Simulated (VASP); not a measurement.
Here is the system:

```yaml
crystal:
  lattice:
    - [5.39977, 0.00000, 0.00000]
    - [0.00000, 4.00018, 0.00000]
    - [0.00000, 0.00000, 7.57279]
  atoms:
    - { symbol: Rh, position: [0.53032, 0.25000, 0.79269] }
    - { symbol: Rh, position: [0.03032, 0.25000, 0.70731] }
    - { symbol: Rh, position: [0.46968, 0.75000, 0.20731] }
    - { symbol: Rh, position: [0.96968, 0.75000, 0.29269] }
    - { symbol: Rh, position: [0.16493, 0.25000, 0.06895] }
    - { symbol: Rh, position: [0.66493, 0.25000, 0.43105] }
    - { symbol: Rh, position: [0.83507, 0.75000, 0.93105] }
    - { symbol: Rh, position: [0.33507, 0.75000, 0.56895] }
    - { symbol: Ge, position: [0.70963, 0.25000, 0.10390] }
    - { symbol: Ge, position: [0.20963, 0.25000, 0.39610] }
    - { symbol: Ge, position: [0.29037, 0.75000, 0.89610] }
    - { symbol: Ge, position: [0.79037, 0.75000, 0.60390] }
```

Level of theory: PBEsol GGA, VASP's PBE PAW potentials (set 64) (plane waves; VASP). Run with 400 eV cut-off, Gaussian smearing of 0.050 eV, potentials Rh_pv Ge_d.

Q: Give the energies of bands 81 to 94 at the high-symmetry points, in eV from the Fermi level.

A: 
| band | Γ | X | S | Y | Z | U | R | T |
|---|---|---|---|---|---|---|---|---|
| 81 | -1.14 | -0.98 | -1.15 | -1.54 | -1.06 | -0.79 | -1.25 | -1.57 |
| 82 | -1.10 | -0.98 | -1.15 | -1.54 | -1.06 | -0.79 | -1.25 | -1.57 |
| 83 | -1.05 | -0.76 | -1.15 | -1.22 | -0.80 | -0.75 | -1.25 | -1.48 |
| 84 | -0.91 | -0.76 | -1.15 | -1.22 | -0.80 | -0.75 | -1.25 | -1.48 |
| 85 | -0.71 | -0.40 | -0.78 | -1.04 | -0.27 | -0.44 | -0.91 | -1.10 |
| 86 | -0.53 | -0.40 | -0.78 | -1.04 | -0.27 | -0.44 | -0.91 | -1.10 |
| 87 | -0.35 | -0.20 | -0.78 | -0.71 | -0.02 | 0.11 | -0.91 | -0.50 |
| 88 | -0.06 | -0.20 | -0.78 | -0.71 | -0.02 | 0.11 | -0.91 | -0.50 |
| 89 | 0.10 | 0.18 | 0.36 | 0.05 | 0.02 | 0.67 | 0.51 | 0.07 |
| 90 | 0.12 | 0.18 | 0.36 | 0.05 | 0.02 | 0.67 | 0.51 | 0.07 |
| 91 | 0.72 | 1.87 | 0.36 | 0.12 | 0.94 | 1.45 | 0.51 | 0.87 |
| 92 | 1.12 | 1.87 | 0.36 | 0.12 | 0.94 | 1.45 | 0.51 | 0.87 |
| 93 | 1.25 | 3.03 | 1.73 | 1.94 | 1.96 | 2.60 | 2.32 | 1.13 |
| 94 | 2.58 | 3.03 | 1.73 | 1.94 | 1.96 | 2.60 | 2.32 | 1.13 |

It has no gap at this level: it comes out as a metal or semimetal.

The structure was generated: GeRh2 was put into the Co2Si type (Pnma), which need not be its known phase. It was relaxed first.
